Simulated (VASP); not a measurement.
An input for Quantum ESPRESSO's pw.x (written as the equivalent of a VASP run, and not itself run):

```
&CONTROL
  calculation = 'vc-relax'
  pseudo_dir = './pseudo'
  outdir = './out'
  tprnfor = .true.
  tstress = .true.
  nstep = 60
  forc_conv_thr = 0.00039
/
&SYSTEM
  ibrav = 0
  nat = 1
  ntyp = 1
  ecutwfc = 76
  occupations = 'smearing'
  smearing = 'methfessel-paxton'
  degauss = 0.00735
  input_dft = 'vdw-df2'
/
&ELECTRONS
  conv_thr = 7.3e-08
  electron_maxstep = 100
/
&IONS
/
&CELL
/
ATOMIC_SPECIES
  Au 196.967 Au.upf
CELL_PARAMETERS angstrom
     0.0000000    2.0400000    2.0400000
     2.0400000    0.0000000    2.0400000
     2.0400000    2.0400000    0.0000000
ATOMIC_POSITIONS crystal
  Au   0.0000000  0.0000000  0.0000000
K_POINTS automatic
  14 14 14 0 0 0
```

**Question.** Translate this input to VASP (INCAR, KPOINTS, POSCAR, choice of POTCAR).

**Answer.** This is not unique; one that fits is 
### POSCAR
```
Au
1.0
  0.0000000000   2.0400000000   2.0400000000
  2.0400000000   0.0000000000   2.0400000000
  2.0400000000   2.0400000000   0.0000000000
Au
1
Cartesian
  0.0000000000   0.0000000000   0.0000000000
```

INCAR:
```
AGGAC = 0.0
ALGO = Normal
EDIFF = 1E-6
EDIFFG = -0.01
ENCUT = 520
GGA = ML
IBRION = 2
ISIF = 3
ISMEAR = 1
LASPH = .True.
LCHARG = .False.
LMAXMIX = 6
LREAL = .False.
LUSE_VDW = .True.
LWAVE = .False.
NELM = 100
NSW = 60
PREC = Accurate
SIGMA = 0.1
SYSTEM = Au
ZAB_VDW = -1.8867
```

**KPOINTS**
```
Automatic mesh
0
Gamma
14 14 14
0 0 0
```

POTCAR, in this order: Au (PBE.64 set). Program: vasp_std.

The two are equivalent in intent, not identical: the potentials are each code's own (VASP's PAW set, PseudoDojo norm-conserving files in pw.x), so ENCUT and ecutwfc are chosen apart and not converted; conv_thr bounds pw.x's estimated SCF error, while EDIFF bounds the energy change between steps; forc_conv_thr acts on force components and is met together with etot_conv_thr.

The compound is Au in the fcc structure. This run relaxes it. Symmetry was kept, so distortions that lower it aren't found.
